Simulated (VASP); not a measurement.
# Fe2O3 (R-3c) in VASP: a series of runs, part 2 of 2

VASP 6.6.1. The steps go on from the part before.

## Step 3: Relaxation of cell and atoms, LDA+U, collinear spin, ferromagnetic start

This run uses another cell than the first one, of 9.73 Å³/atom, 0.964 times its volume.

The input, INCAR:

```
SYSTEM = Fe2O3
PREC     = Accurate       ! precision mode
ENCUT    = 600            ! plane-wave cutoff, eV
EDIFF    = 1E-7           ! SCF threshold, eV
ISMEAR   = 1              ! smearing method
SIGMA    = 0.1            ! smearing width, eV
LREAL    = .False.        ! projectors in reciprocal space
LASPH    = .True.         ! aspherical terms in the spheres
NELM     = 150            ! most SCF steps
ALGO     = Normal         ! electronic algorithm
ISIF     = 3              ! what is computed and relaxed
LWAVE    = .False.        ! write WAVECAR
LCHARG   = .False.        ! write CHGCAR
ISPIN    = 2              ! spin polarisation
MAGMOM   = 4 4 4 4 0 0 0 0 0 0 ! initial moments
LORBIT   = 11             ! projections on sites
LMAXMIX  = 4              ! l up to which the mixer works
LDAU     = .True.         ! DFT+U
LDAUTYPE = 2            
LDAUL    = 2 -1           ! shell
LDAUU    = 5.3 0          ! U, eV
LDAUJ    = 0 0          
LDAUPRINT= 1            
GGA      = CA             ! functional
IBRION   = 2              ! ionic algorithm
NSW      = 90             ! ionic steps
EDIFFG   = -0.005         ! ionic threshold
AMIX     = 0.2          
BMIX     = 1E-4         
AMIX_MAG = 0.8          
BMIX_MAG = 1E-4         
KPAR     = 4
```

The input, KPOINTS:

```
regular mesh
0
Gamma
  9 9 9
  0 0 0
```

The input, POSCAR:

```
Fe2O3                                   
1.0
    2.4966489043      1.4414409189      4.5058223767
   -2.4966489043      1.4414409189      4.5058223767
    0.0000000000     -2.8828818377      4.5058223767
  Fe              O             
     4     6
Direct
     0.3529103734928573    0.3529103734928573    0.3529103734928573
     0.1470896265071429    0.1470896265071429    0.1470896265071429
     0.6470896265071430    0.6470896265071430    0.6470896265071430
     0.8529103734928570    0.8529103734928570    0.8529103734928570
     0.5544324623407055    0.9455675376592945    0.2500000000000000
     0.2500000000000180    0.5544324623407236    0.9455675376592584
     0.9455675376592764    0.2499999999999819    0.5544324623407416
     0.4455675376592945    0.0544324623407055    0.7500000000000000
     0.7499999999999819    0.4455675376592765    0.0544324623407417
     0.0544324623407236    0.7500000000000181    0.4455675376592584
```

Potentials or basis: VASP PAW LDA potentials, release 64 (Fe, O).

Command:

```bash
$ cat potpaw_LDA.64/Fe/POTCAR potpaw_LDA.64/O/POTCAR > POTCAR
$ mpirun -np 4 vasp_std > vasp.out
```

Run time: 8.6 min. Hardware: 4 MPI ranks of AMD EPYC 9R45 (Zen 5), shared host; peak memory 0.72 GiB.

Results (log left out):

```
Free energy                                           : -72.9358 eV
Pressure after relaxing                               : 0.0 GPa
Largest force after relaxing                          : 0.005 eV/Å
Band gap on the k mesh                                : 1.20 eV, indirect (least direct gap 1.41 eV)
Net moment                                            : 20.00 μB per cell
Site moments                                          : Fe +4.41; O +0.35 μB
Valence electrons inside the program's atomic spheres : Fe 6.90; O 5.04
```

Forces on the atoms (eV/Å):
```
Fe   0.000  0.000 -0.005
Fe   0.000  0.000  0.005
Fe   0.000  0.000  0.005
Fe   0.000  0.000 -0.005
O   -0.005  0.000  0.000
O    0.002 -0.004  0.000
O    0.002  0.004  0.000
O    0.005  0.000  0.000
O   -0.002  0.004  0.000
O   -0.002 -0.004  0.000
```

Final structure:
```xyz
10
Lattice="2.4966 1.4414 4.5058 -2.4966 1.4414 4.5058 0.0000 -2.8829 4.5058" Properties=species:S:1:pos:R:3 pbc="T T T"
Fe    0.0000    0.0000    4.7705
Fe    0.0000    0.0000    1.9883
Fe    0.0000    0.0000    8.7470
Fe    0.0000    0.0000   11.5292
O    -0.9765    1.4414    7.8852
O    -0.7601   -1.5664    7.8852
O     1.7366    0.1250    7.8852
O     0.9765   -1.4414    5.6323
O     0.7601    1.5664    5.6323
O    -1.7366   -0.1250    5.6323
```

Levels at points of the mesh, in eV from the valence-band top:
Spin up:
```tsv
k point	band 42	band 43	band 44	band 45	band 46	band 47
(0.00, 0.00, 0.00)	-0.47	0.00	0.00	4.71	8.23	10.32
```
Spin down:
| k point | band 21 | band 22 | band 23 | band 24 | band 25 | band 26 | band 27 | band 28 |
| --- | --- | --- | --- | --- | --- | --- | --- | --- |
| (0.00, 0.00, 0.00) | -2.00 | -1.03 | -1.03 | -0.88 | 1.48 | 1.58 | 1.58 | 1.94 |

Eigenvalues of the final occupation matrices:
| site | spin | trace | eigenvalues |
| --- | --- | --- | --- |
| site 1 d | 1 | 5.14 | 0.99 0.99 0.99 1.08 1.08 |
| site 1 d | 2 | 0.78 | 0.07 0.07 0.08 0.28 0.28 |
| site 2 d | 1 | 5.14 | 0.99 0.99 0.99 1.08 1.08 |
| site 2 d | 2 | 0.78 | 0.07 0.07 0.08 0.28 0.28 |
| site 3 d | 1 | 5.14 | 0.99 0.99 0.99 1.08 1.08 |
| site 3 d | 2 | 0.78 | 0.07 0.07 0.08 0.28 0.28 |
| site 4 d | 1 | 5.14 | 0.99 0.99 0.99 1.08 1.08 |
| site 4 d | 2 | 0.78 | 0.07 0.07 0.08 0.28 0.28 |

Caveat: the relaxation stopped at its first step, so nothing moved; an odd mesh through Γ misses points on the zone boundary, where band edges often lie; only a ferromagnetic start was run, and an antiferromagnetic order may lie lower in energy. The state reached can hang on the start; a lower one may exist.

## Step 4: Band structure, LDA+U, collinear spin, ferromagnetic start

This run uses another cell than the first one, of 9.73 Å³/atom, 0.964 times its volume.

The input, INCAR:

```
PREC     = Accurate       # precision mode
ENCUT    = 520            # plane-wave cutoff, eV
EDIFF    = 1E-6           # SCF threshold, eV
ISMEAR   = 1              # smearing method
SIGMA    = 0.1            # smearing width, eV
LREAL    = F              # projectors in reciprocal space
LASPH    = T              # aspherical terms in the spheres
NELM     = 150            # most SCF steps
ALGO     = Normal         # electronic algorithm
ISIF     = 2              # what is computed and relaxed
LWAVE    = F              # write WAVECAR
LCHARG   = F              # write CHGCAR
ISPIN    = 2              # spin polarisation
MAGMOM   = 4 4 4 4 0 0 0 0 0 0 # initial moments
LORBIT   = 11             # projections on sites
LMAXMIX  = 4              # l up to which the mixer works
LDAU     = T              # DFT+U
LDAUTYPE = 2            
LDAUL    = 2 -1           # shell
LDAUU    = 5.3 0          # U, eV
LDAUJ    = 0 0          
LDAUPRINT= 1            
GGA      = CA             # functional
NBANDS   = 49             # bands
AMIX     = 0.2          
BMIX     = 1E-4         
AMIX_MAG = 0.8          
BMIX_MAG = 1E-4         
ICORELEVEL= 1            
KPAR     = 4
```

The input, KPOINTS:

```
regular mesh
0
Gamma
  9 9 9
```

The input, POSCAR:

```
Fe2O3                                   
1.0
    2.4966489043      1.4414409189      4.5058223767
   -2.4966489043      1.4414409189      4.5058223767
    0.0000000000     -2.8828818377      4.5058223767
  Fe              O             
     4     6
Direct
     0.3529103734928540    0.3529103734928540    0.3529103734928540
     0.1470896265071460    0.1470896265071460    0.1470896265071460
     0.6470896265071460    0.6470896265071460    0.6470896265071460
     0.8529103734928540    0.8529103734928540    0.8529103734928540
     0.5544324623407064    0.9455675376592936    0.2500000000000000
     0.2500000000000213    0.5544324623407206    0.9455675376592581
     0.9455675376592794    0.2499999999999787    0.5544324623407419
     0.4455675376592936    0.0544324623407064    0.7500000000000000
     0.7499999999999787    0.4455675376592794    0.0544324623407419
     0.0544324623407206    0.7500000000000213    0.4455675376592581
```

The input, KPOINTS_OPT:

```
explicit points
188
Reciprocal
 0.0000000000  0.0000000000  0.0000000000 1
 0.0263157895  0.0000000000  0.0000000000 1
 0.0526315789  0.0000000000  0.0000000000 1
 0.0789473684  0.0000000000  0.0000000000 1
 0.1052631579  0.0000000000  0.0000000000 1
 0.1315789474  0.0000000000  0.0000000000 1
[... 180 lines left out ...]
 0.6332115686  0.6332115686  0.2335768628 1
 0.6332115686  0.3667884314  0.0000000000 1
```

Potentials or basis: VASP PAW LDA potentials, release 64 (Fe, O).

Command:

```bash
$ cat potpaw_LDA.64/Fe/POTCAR potpaw_LDA.64/O/POTCAR > POTCAR
$ mpirun -np 4 vasp_std > vasp.out
```

OUTCAR:

```text
PREC = Accurate
   ENCUT = 520
   EDIFF = 1E-6
   ISMEAR = 1
   LREAL = F
   LASPH = T
   NELM = 150
   ISIF = 2
   ISPIN = 2
   LORBIT = 11
   GGA = CA
   AMIX = 0.2
   AMIX_MAG = 0.8

 ion  position               nearest neighbor table
   1  0.353  0.353  0.353-  10 1.94   8 1.94   9 1.94   5 2.06   6 2.06   7 2.06   2 2.78   3 2.93
                             3 2.93   3 2.93
   2  0.147  0.147  0.147-   9 1.94   8 1.94  10 1.94   5 2.06   7 2.06   6 2.06   1 2.78   4 2.93
                             4 2.93   4 2.93
   3  0.647  0.647  0.647-   7 1.94   5 1.94   6 1.94   8 2.06   9 2.06  10 2.06   4 2.78   1 2.93
                             1 2.93   1 2.93
   4  0.853  0.853  0.853-   6 1.94   5 1.94   7 1.94   8 2.06  10 2.06   9 2.06   3 2.78   2 2.93
                             2 2.93   2 2.93
   5  0.554  0.946  0.250-   3 1.94   4 1.94   1 2.06   2 2.06
   6  0.250  0.554  0.946-   4 1.94   3 1.94   1 2.06   2 2.06
   7  0.946  0.250  0.554-   3 1.94   4 1.94   2 2.06   1 2.06
   8  0.446  0.054  0.750-   1 1.94   2 1.94   3 2.06   4 2.06
   9  0.750  0.446  0.054-   2 1.94   1 1.94   3 2.06   4 2.06
  10  0.054  0.750  0.446-   1 1.94   2 1.94   4 2.06   3 2.06

  LATTYP: Found a trigonal (rhomboedric) cell.
 ALAT       =     5.3491534811
 COS(alpha) =     0.5643127764

  Lattice vectors:

 A1 = (   2.4966489043,   1.4414409189,   4.5058223767)
 A2 = (  -2.4966489043,   1.4414409189,   4.5058223767)
 A3 = (   0.0000000000,  -2.8828818377,   4.5058223767)

Analysis of symmetry for initial positions (statically):
=====================================================================
 Subroutine PRICEL returns:
 Original cell was already a primitive cell.

 Routine SETGRP: Setting up the symmetry group for a
 trigonal (rhombohedral) supercell.

 Subroutine GETGRP returns: Found 12 space group operations
 (whereof  6 operations were pure point group operations)
 out of a pool of 12 trial point group operations.

The static configuration has the point symmetry S_6 .
[... 2709 lines left out ...]
     45      12.7807      0.00000
     46      13.9508      0.00000

 [... further k-points ...]

 [bands above 46 left out]

------------------------ aborting loop because EDIFF is reached ----------------------------------------

  FORCE on cell =-STRESS in cart. coord.  units (eV):
  Direction    XX          YY          ZZ          XY          YZ          ZX
  --------------------------------------------------------------------------------------
  -------------------------------------------------------------------------------------
  Total        0.2482244      0.2482244      0.2375910     -0.0000000      0.0000000      0.0000000
  in kB        4.0876659      4.0876659      3.9125592     -0.0000000      0.0000000      0.0000000
  external PRESSURE =       4.0292970 kB  Pullay stress =       0.0000000 kB

 VOLUME and BASIS-vectors are now :
 -----------------------------------------------------------------------------
  energy-cutoff  :      520.00
  volume of cell :       97.29
      direct lattice vectors                 reciprocal lattice vectors
     2.496648904  1.441440919  4.505822377     0.200268447  0.115625042  0.073978356
    -2.496648904  1.441440919  4.505822377    -0.200268447  0.115625042  0.073978356
     0.000000000 -2.882881838  4.505822377     0.000000000 -0.231250084  0.073978356

 POSITION                                       TOTAL-FORCE (eV/Angst)
 -----------------------------------------------------------------------------------
      0.00000      0.00000      4.77045        -0.000000     -0.000000     -0.006751
      0.00000      0.00000      1.98828        -0.000000      0.000000      0.006751
      0.00000      0.00000      8.74701        -0.000000      0.000000      0.006751
      0.00000      0.00000     11.52919        -0.000000     -0.000000     -0.006751
     -0.97653      1.44144      7.88519        -0.006192     -0.000000      0.000000
     -0.76006     -1.56642      7.88519         0.003096     -0.005363      0.000000
      1.73659      0.12498      7.88519         0.003096      0.005363      0.000000
      0.97653     -1.44144      5.63228         0.006192     -0.000000      0.000000
      0.76006      1.56642      5.63228        -0.003096      0.005363      0.000000
     -1.73659     -0.12498      5.63228        -0.003096     -0.005363      0.000000
 -----------------------------------------------------------------------------------
    total drift:                               -0.000000      0.000000      0.000000

  FREE ENERGIE OF THE ION-ELECTRON SYSTEM (eV)
  ---------------------------------------------------
  free  energy   TOTEN  =       -72.9158985492 eV

  energy  without entropy=      -72.9172634280  energy(sigma->0) =      -72.91635351

 total charge

# of ion       s       p       d       tot
------------------------------------------
    1        0.407   0.605   5.886   6.898
    2        0.407   0.605   5.886   6.898
    3        0.407   0.605   5.886   6.898
    4        0.407   0.605   5.886   6.898
    5        1.547   3.493   0.000   5.040
    6        1.547   3.493   0.000   5.040
    7        1.547   3.493   0.000   5.040
    8        1.547   3.493   0.000   5.040
    9        1.547   3.493   0.000   5.040
   10        1.547   3.493   0.000   5.040
--------------------------------------------------
tot         10.907  23.380  23.544  57.832

 magnetization (x)

# of ion       s       p       d       tot
------------------------------------------
    1        0.022   0.043   4.345   4.410
    2        0.022   0.043   4.345   4.410
    3        0.022   0.043   4.345   4.410
    4        0.022   0.043   4.345   4.410
    5        0.020   0.332   0.000   0.352
    6        0.020   0.332   0.000   0.352
    7        0.020   0.332   0.000   0.352
    8        0.020   0.332   0.000   0.352
    9        0.020   0.332   0.000   0.352
   10        0.020   0.332   0.000   0.352
--------------------------------------------------
tot          0.208   2.162  17.379  19.749
```

OSZICAR:

```text
N       E                     dE             d eps       ncg     rms          rms(c)
DAV:   1     0.828490447276E+03    0.82849E+03   -0.31359E+04 16668   0.172E+03
DAV:   2     0.606838524678E+02   -0.76781E+03   -0.69794E+03 17330   0.436E+02
[... 46 lines left out ...]
       N       E                     dE             ncg
DAV:   1     0.132677434950E+06   -0.21366E+05     3544
DAV:   2     0.120652805088E+06   -0.12025E+05     3691
DAV:   3     0.118780894667E+06   -0.18719E+04     3942
DAV:   4     0.118671113636E+06   -0.10978E+03     4335
DAV:   5     0.118668493871E+06   -0.26198E+01     4280
DAV:   6     0.118668406196E+06   -0.87675E-01     4403
DAV:   7     0.118668402716E+06   -0.34797E-02     4416
DAV:   8     0.118668402558E+06   -0.15823E-03     3827
DAV:   9     0.118668402549E+06   -0.91819E-05     3031
DAV:  10     0.118668402548E+06   -0.50002E-06     2722
```

Wall time 7.9 min (4 MPI ranks of AMD EPYC 9R45 (Zen 5), shared host); peak memory 0.97 GiB.

What came out:

| Item | Value |
| --- | --- |
| Free energy | -72.9159 eV |
| Pressure | 0.4 GPa |
| Largest force | 0.007 eV/Å |
| Band gap on the k mesh | 1.20 eV, indirect (least direct gap 1.41 eV) |
| Band gap along the path | 1.18 eV, indirect (least direct gap 1.40 eV) |
| Net moment | 20.00 μB per cell |
| Site moments | Fe +4.41; O +0.35 μB |
| Valence electrons inside the program's atomic spheres | Fe 6.90; O 5.04 |

Forces in eV/Å, atoms in the order of the input:
```
Fe   0.000  0.000 -0.007
Fe   0.000  0.000  0.007
Fe   0.000  0.000  0.007
Fe   0.000  0.000 -0.007
O   -0.006  0.000  0.000
O    0.003 -0.005  0.000
O    0.003  0.005  0.000
O    0.006  0.000  0.000
O   -0.003  0.005  0.000
O   -0.003 -0.005  0.000
```

Levels at the corners of the path, in eV from the valence-band top:
Spin up:
| point | band 42 | band 43 | band 44 | band 45 | band 46 | band 47 |
| --- | --- | --- | --- | --- | --- | --- |
| Γ | -0.47 | 0.00 | 0.00 | 4.71 | 8.23 | 10.32 |
| L | -0.89 | -0.34 | -0.34 | 7.89 | 7.89 | 9.28 |
| L | -0.89 | -0.34 | -0.34 | 7.89 | 7.89 | 9.28 |
| B1 | -0.52 | -0.26 | -0.26 | 8.54 | 8.54 | 9.00 |
| B | -0.52 | -0.26 | -0.26 | 8.54 | 8.54 | 9.00 |
| Z | -0.38 | -0.38 | -0.38 | 7.23 | 7.23 | 11.01 |
| Z | -0.38 | -0.38 | -0.38 | 7.23 | 7.23 | 11.01 |
| Γ | -0.47 | 0.00 | 0.00 | 4.71 | 8.23 | 10.32 |
| Γ | -0.47 | 0.00 | 0.00 | 4.71 | 8.23 | 10.32 |
| X | -0.40 | -0.26 | -0.20 | 8.36 | 8.45 | 8.66 |
| Q | -0.40 | -0.26 | -0.20 | 8.36 | 8.45 | 8.66 |
| F | -0.33 | -0.19 | -0.17 | 8.29 | 8.63 | 9.33 |
| F | -0.33 | -0.19 | -0.17 | 8.29 | 8.63 | 9.33 |
| P1 | -0.50 | -0.42 | -0.20 | 8.49 | 8.59 | 8.93 |
| P1 | -0.50 | -0.42 | -0.20 | 8.49 | 8.59 | 8.93 |
| Z | -0.38 | -0.38 | -0.38 | 7.23 | 7.23 | 11.01 |
| L | -0.89 | -0.34 | -0.34 | 7.89 | 7.89 | 9.28 |
| P | -0.50 | -0.42 | -0.20 | 8.49 | 8.59 | 8.93 |
Spin down:
```tsv
point	band 22	band 23	band 24	band 25	band 26	band 27
Γ	-1.03	-1.03	-0.88	1.48	1.58	1.58
L	-2.13	-1.14	-1.14	1.41	1.41	2.01
L	-2.13	-1.14	-1.14	1.41	1.41	2.01
B1	-1.93	-1.38	-1.38	1.36	1.36	1.79
B	-1.93	-1.38	-1.38	1.36	1.36	1.79
Z	-1.72	-1.72	-1.72	1.88	1.88	1.88
Z	-1.72	-1.72	-1.72	1.88	1.88	1.88
Γ	-1.03	-1.03	-0.88	1.48	1.58	1.58
Γ	-1.03	-1.03	-0.88	1.48	1.58	1.58
X	-1.71	-1.59	-1.17	1.25	1.35	1.81
Q	-1.71	-1.59	-1.17	1.25	1.35	1.81
F	-2.01	-1.71	-1.25	1.43	1.47	1.60
F	-2.01	-1.71	-1.25	1.43	1.47	1.60
P1	-1.84	-1.77	-1.29	1.42	1.49	1.62
P1	-1.84	-1.77	-1.29	1.42	1.49	1.62
Z	-1.72	-1.72	-1.72	1.88	1.88	1.88
L	-2.13	-1.14	-1.14	1.41	1.41	2.01
P	-1.84	-1.77	-1.29	1.42	1.49	1.62
```

Eigenvalues of the final occupation matrices:
```tsv
site	spin	trace	eigenvalues
site 1 d	1	5.14	0.99 0.99 0.99 1.08 1.08
site 1 d	2	0.78	0.07 0.07 0.08 0.28 0.28
site 2 d	1	5.14	0.99 0.99 0.99 1.08 1.08
site 2 d	2	0.78	0.07 0.07 0.08 0.28 0.28
site 3 d	1	5.14	0.99 0.99 0.99 1.08 1.08
site 3 d	2	0.78	0.07 0.07 0.08 0.28 0.28
site 4 d	1	5.14	0.99 0.99 0.99 1.08 1.08
site 4 d	2	0.78	0.07 0.07 0.08 0.28 0.28
```

Core levels (eV, on the scale of the bands):
```csv
atom,levels
1 Fe,"1s -6956.0, 2s -807.7, 2p -688.7, 3s -84.0, 3p -50.5"
2 Fe,"1s -6956.0, 2s -807.7, 2p -688.7, 3s -84.0, 3p -50.5"
3 Fe,"1s -6956.0, 2s -807.7, 2p -688.7, 3s -84.0, 3p -50.5"
4 Fe,"1s -6956.0, 2s -807.7, 2p -688.7, 3s -84.0, 3p -50.5"
5 O,1s -496.4
6 O,1s -496.4
```

Caveat: only a ferromagnetic start was run, and an antiferromagnetic order may lie lower in energy.
